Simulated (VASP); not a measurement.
Write the native input for VASP 6.6.1 that does the following.

```
Task                   : relaxation of cell and atoms
Functional             : MS2
Potentials or basis    : VASP PAW PBE potentials, release 64 (Mg, Be)
Cutoff                 : 600 eV
k mesh                 : 9 × 9 × 9
Occupations            : methfessel-paxton, width 0.1 eV
Spin                   : no spin polarisation
Further INCAR settings : ALGO = Normal; EDIFF = 1e-06; IBRION = 2; EDIFFG = -0.01; NSW = 40; ISIF = 3
```

The structure of MgBe lies in POSCAR:

```
MgBe
1.0
    2.9023522700      0.0000000000      0.0000000000
    0.0000000000      2.9023522700      0.0000000000
    0.0000000000      0.0000000000      2.9023522700
Mg Be
1 1
Direct
    0.5000000000      0.5000000000      0.5000000000
    0.0000000000      0.0000000000      0.0000000000
```

The cell was built by a generator and needn't be a form met in nature.

The input as run:

INCAR

```
SYSTEM = MgBe
PREC     = Accurate       ! precision mode
ENCUT    = 600            ! plane-wave cutoff, eV
EDIFF    = 1E-6           ! SCF threshold, eV
ISMEAR   = 1              ! smearing method
SIGMA    = 0.1            ! smearing width, eV
LREAL    = .FALSE.        ! projectors in reciprocal space
LASPH    = .TRUE.         ! aspherical terms in the spheres
NELM     = 100            ! most SCF steps
ALGO     = Normal         ! electronic algorithm
ISIF     = 3              ! what is computed and relaxed
LWAVE    = .FALSE.        ! write WAVECAR
LCHARG   = .FALSE.        ! write CHGCAR
METAGGA  = MS2            ! meta-GGA
LMIXTAU  = .TRUE.       
IBRION   = 2              ! ionic algorithm
NSW      = 40             ! ionic steps
EDIFFG   = -0.01          ! ionic threshold
```

KPOINTS

```
regular mesh
0
G
  9 9 9
  0 0 0
```

Potentials or basis: VASP PAW PBE potentials, release 64 (Mg, Be).

The run is started by

```bash
$ cat potpaw_PBE.64/Mg/POTCAR potpaw_PBE.64/Be/POTCAR > POTCAR
$ mpirun -np 1 vasp_std > vasp.out
```

Results of the run:

| Quantity | Value |
| --- | --- |
| Relaxed volume | 14.33 Å³/atom |
| Relaxed cell | a = 3.060 Å, b = 3.060 Å, c = 3.060 Å, α = 90.00°, β = 90.00°, γ = 90.00° |
| Space group after relaxing (to 0.05 Å) | Pm-3m (No. 221) |
| Energy gained by relaxing | 78.7 meV/atom |
| Ionic steps | 3 |
| Pressure after relaxing | -0.1 GPa |
| Band gap on the k mesh | none (metal or under the smearing width) |

Caveat: the volume moved by over 15 % at a fixed basis, so the end points are rough; the PAW data sets were made with another functional, which shifts forces and pressure a little.

Wall time 21 s on 1 thread of Intel(R) Xeon(R) 6975P-C (Granite Rapids), on a shared host, peak memory 0.15 GiB.
